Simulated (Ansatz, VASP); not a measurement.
# In6WO12 (In6WO12 (R-3)): VASP beside Ansatz

One calculation is typed for both programs; each brings its own data sets. How far apart do they land? The cell is taken from a series of runs on this material, whose earlier steps may have relaxed, scaled, displaced or heated it; both programs get it as it stands.

Calculated with Ansatz 0.2.0; plane waves, with VASP 6.6.1 beside it; single point at r2SCAN.

## (1) Starting point

The cell holds 57 atoms: 18 In, 3 W and 36 O. Its edges and angles: a = 9.520 Å, b = 9.520 Å, c = 8.949 Å, α = 90.0°, β = 90.0°, γ = 120.0°.

## (2) VASP: single point, r2SCAN

With cell and atoms fixed, the geometry can't cause a difference; cores, projectors, grids and the points listed under the comparison can.

Lines of VASP's logs that name or quote its potential files are left out, and so is its time.

INCAR reads:

```
SYSTEM = In6WO12
PREC = Accurate
ENCUT = 580
EDIFF = 1E-06
NELM = 120
ISMEAR = -1
SIGMA = 0.01
LREAL = Auto
ALGO = Normal
METAGGA = R2SCAN
LASPH = .TRUE.
NBANDS = 280
LORBIT = 11
LWAVE = .FALSE.
LCHARG = .FALSE.
ISIF = 2
ISYM = 2
GGA_COMPAT = .FALSE.
EFERMI = MIDGAP
LMIXTAU = .TRUE.
NCORE = 2
```

POSCAR reads:

```
In6WO12
1.0
    9.5198765200      0.0000000000      0.0000000000
   -4.7599382600      8.2444549000      0.0000000500
    0.0000000000     -0.0000000500      8.9494161700
In W O
18 3 36
Direct
    0.1168627697      0.4170795408      0.0226364831
    0.4501961030      0.0837462075      0.6893031498
    0.7835294363      0.7504128741      0.3559698164
    0.3003797289      0.8828904984      0.0225928122
    0.6337130622      0.5495571651      0.6892594789
    0.9670463956      0.2162238318      0.3559261456
    0.2495922798      0.0330741582      0.3560011192
    0.5829256131      0.6997408249      0.0226677859
    0.9162589464      0.3664074916      0.6893344526
    0.2164705637      0.2495871259      0.6440301836
    0.5498038970      0.9162537925      0.3106968502
    0.8831372303      0.5829204592      0.9773635169
    0.0329536044      0.7837761682      0.6440738544
    0.3662869378      0.4504428349      0.3107405211
    0.6996202711      0.1171095016      0.9774071878
    0.0837410536      0.6335925084      0.3106655474
    0.4170743869      0.3002591751      0.9773322141
    0.7504077202      0.9669258418      0.6439988808
    0.0000000000      0.0000000000      0.0000000000
    0.3333333333      0.6666666667      0.6666666667
    0.6666666667      0.3333333333      0.3333333333
    0.1337343236      0.4480583629      0.2722482257
    0.4670676570      0.1147250296      0.9389148923
    0.8004009903      0.7813916963      0.6055815590
    0.3142567406      0.8661568951      0.2720729415
    0.6475900739      0.5328235618      0.9387396081
    0.9809234072      0.1994902284      0.6054062748
    0.2185390311      0.0193974111      0.6057930892
    0.5518723645      0.6860640778      0.2724597559
    0.8852056978      0.3527307445      0.9391264226
    0.1995990097      0.2186083037      0.3944184410
    0.5329323430      0.8852749704      0.0610851077
    0.8662656764      0.5519416371      0.7277517743
    0.0190765928      0.8005097716      0.3945937252
    0.3524099261      0.4671764382      0.0612603919
    0.6857432594      0.1338431049      0.7279270585
    0.1147943022      0.6472692555      0.0608735774
    0.4481276355      0.3139359222      0.7275402441
    0.7814609689      0.9806025889      0.3942069108
    0.1727877515      0.4905853536      0.7858010290
    0.5061210848      0.1572520203      0.4524676957
    0.8394544182      0.8239186870      0.1191343624
    0.1577226962      0.6517496541      0.5474501301
    0.4910560295      0.3184163208      0.2141167968
    0.8243893629      0.9850829875      0.8807834635
    0.0154279163      0.8396659716      0.8808822960
    0.3487612496      0.5063326383      0.5475489627
    0.6820945830      0.1729993050      0.2142156294
    0.1605455818      0.1760813130      0.8808656376
    0.4938789152      0.8427479797      0.5475323043
    0.8272122485      0.5094146464      0.2141989710
    0.1756106371      0.0149170125      0.1192165365
    0.5089439705      0.6815836792      0.7858832032
    0.8422773038      0.3482503459      0.4525498699
    0.3179054170      0.8270006950      0.7857843706
    0.6512387504      0.4936673617      0.4524510373
    0.9845720837      0.1603340284      0.1191177040
```

KPOINTS reads:

```
Points of the shifted mesh
1
Reciprocal
 0.2500000000  0.2500000000  0.2500000000 1
```

The projector-augmented-wave data sets are In_d, W and O (PBE family, release 64).

Command:

```
> mpirun -np 8 vasp_std
```

Numbers of over 12 decimals in the logs are rounded to 6 here.

What it wrote:

```text
[banner, memory and clock lines left out]
running    8 mpi-ranks, on    1 nodes
[...]
|                                                                             |
|               ----> ADVICE to this user running VASP <----                  |
|                                                                             |
|     You enforced a specific xc type in the INCAR file but a different       |
|     [... a line on the potential file left out ...]
|     I HOPE YOU KNOW WHAT YOU ARE DOING!                                     |
|                                                                             |

 LDA part: xc-table for (None), standard interpolation
 POSCAR, INCAR and KPOINTS ok, starting setup
[...]
entering main loop
       N       E                     dE             d eps       ncg     rms          rms(c)
DAV:   1     0.855265134837E+04    0.85527E+04   -0.20875E+05   560   0.253E+03
DAV:   2     0.150966553403E+04   -0.70430E+04   -0.67564E+04   560   0.774E+02
DAV:   3    -0.708335288689E+03   -0.22180E+04   -0.20697E+04   576   0.355E+02
DAV:   4    -0.106254076048E+04   -0.35421E+03   -0.34582E+03   752   0.142E+02
[...]
DAV:  20    -0.885833960641E+03    0.13818E-04   -0.27917E-05   728   0.183E-02    0.180E-02
DAV:  21    -0.885833974584E+03   -0.13943E-04   -0.82746E-06   552   0.955E-03    0.207E-02
DAV:  22    -0.885833974204E+03    0.38050E-06   -0.50286E-06   576   0.760E-03
   1 F= -.88583397E+03 E0= -.88583397E+03  d E =0.000000E+00
```

From OUTCAR (step 2):

```text
  Total        3.7235195      3.6087352      4.9019218     -0.3096380     -0.0033097     -0.3535501
  in kB        8.4932958      8.2314744     11.1812150     -0.7062799     -0.0075494     -0.8064427
  external PRESSURE =       9.3019951 kB  Pullay stress =       0.0000000 kB

 POSITION                                       TOTAL-FORCE (eV/Angst)
 -----------------------------------------------------------------------------------
     -0.87275      3.43859      0.20258         0.024813      0.033452     -0.000030
      3.88718      0.69044      6.16886         0.024813      0.033452     -0.000030
      3.88718      6.18675      3.18572         0.024813      0.033452     -0.000030
     -1.34293      7.27895      0.20219         0.015257     -0.035797      0.006617
      3.41701      4.53080      6.16847         0.015257     -0.035797      0.006617
      8.17695      1.78265      3.18533         0.015257     -0.035797      0.006617
      2.21866      0.27268      3.18600        -0.040534      0.005782      0.003090
      2.21866      5.76898      0.20286        -0.040534      0.005782      0.003090
      6.97859      3.02083      6.16914        -0.040534      0.005782      0.003090
      0.87275      2.05771      5.76369        -0.024813     -0.033452      0.000030
      0.87275      7.55401      2.78056        -0.024813     -0.033452      0.000030
      5.63269      4.80586      8.74683        -0.024813     -0.033452      0.000030
     -3.41701      6.46181      5.76409        -0.015257      0.035797     -0.006617
      1.34293      3.71366      2.78095        -0.015257      0.035797     -0.006617
[...]
-----------------------------------------------------------------------------------
    total drift:                               -0.000000      0.000000     -0.000000

  FREE ENERGIE OF THE ION-ELECTRON SYSTEM (eV)
  ---------------------------------------------------
  free  energy   TOTEN  =      -885.8339742038 eV

  energy  without entropy=     -885.8339742038  energy(sigma->0) =     -885.83397420

[... 2 further parts left out ...]
[key lines of the parts left out:]
E-fermi :   6.4211
```

The run ends at a pressure of 0.93 GPa, with forces up to 0.053 eV/Å.

(Continued in part 2 of 2.)

[Lines on the potential files, build, host, timing and source positions are cut from VASP's logs without a mark.]

[Logs are printed without paths, hosts, clocks, repeated set-up lines and the standing remarks that a program may print on its own settings, such as how far it seeks lower states.]

[Hosts, paths, dates, database ids (printed as entryN), source tags and the programs' standing remarks are cut or masked in the printed files.]
